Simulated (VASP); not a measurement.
Given:

```yaml
crystal:
  lattice:
    - [4.93540, 0.00000, 0.00000]
    - [0.00000, 4.93540, 0.00000]
    - [0.00000, 0.00000, 3.32483]
  atoms:
    - { symbol: Mn, position: [0.00000, 0.00000, 0.00000], spin: 4.5 }
    - { symbol: Mn, position: [0.50000, 0.50000, 0.50000], spin: -4.5 }
    - { symbol: F, position: [0.30366, 0.30366, 0.00000] }
    - { symbol: F, position: [0.80366, 0.19634, 0.50000] }
    - { symbol: F, position: [0.19634, 0.80366, 0.50000] }
    - { symbol: F, position: [0.69634, 0.69634, 0.00000] }
```

These are PBE GGA, VASP's PBE PAW potentials (set 64) (plane waves; VASP) values and carry that method's errors. Numerical set-up: 520 eV cut-off, 5×5×7 Γ-centred mesh, Gaussian smearing of 0.050 eV, potentials Mn_pv F.

What does the run give for the cell moment, energy per atom (σ→0)?

```json
{
 "cell_moment": "0.00 μB",
 "energy per atom (σ→0)": "-6.574 eV/atom"
}
```

Give the moment on each site (PAW-sphere projection).

| site | moment (μB) |
|---|---|
| Mn1 | 4.54 |
| Mn2 | -4.54 |
| F3 | -0.03 |
| F4 | 0.03 |
| F5 | 0.03 |
| F6 | -0.03 |

The absolute energy has meaning only against runs of the same code, potentials and settings.

The compound is MnF2 in the rutile structure. It was relaxed first.
